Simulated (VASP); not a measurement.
## HfO2 (relaxed from the CdI2 structure, space group P-3m1): computed properties

Method: r2SCAN meta-GGA, VASP's PBE PAW potentials (set 64) (plane waves; VASP 6.6.1).

```json
{
  "space_group": "P-3m1 (164)",
  "cell": "a = 3.219 Å, b = 3.219 Å, c = 4.734 Å, α = 90.00°, β = 90.00°, γ = 120.00°",
  "volume_per_atom": "14.16 Å³/atom",
  "band gap (over mesh and band path)": "5.15 eV",
  "smallest direct gap (over mesh and band path)": "5.60 eV",
  "band_edge_character": "indirect, K-Γ at 0.60 to K",
  "density": "8.23 g/cm³",
  "mean ε∞ (independent particles)": "3.87"
}
```

```
HfO2
1.0
    3.21911     0.00000     0.00000
   -1.60955     2.78783     0.00000
    0.00000     0.00000     4.73367
Hf O
1 2
Cartesian
  3.21911   0.00000   0.00000
  0.00000   1.85855   0.95452
  1.60955   0.92928   3.77916
```

The path is coarsely sampled, so an indirect gap can come out somewhat too large. Unless said otherwise, spin-orbit coupling is left out, though it shifts the bands of the heavy elements here.

The structure was generated: HfO2 was put into the CdI2 type (P-3m1), which need not be its known phase. It was relaxed first, which changed the volume by +14 %. Symmetry was kept, so distortions that lower it aren't found.
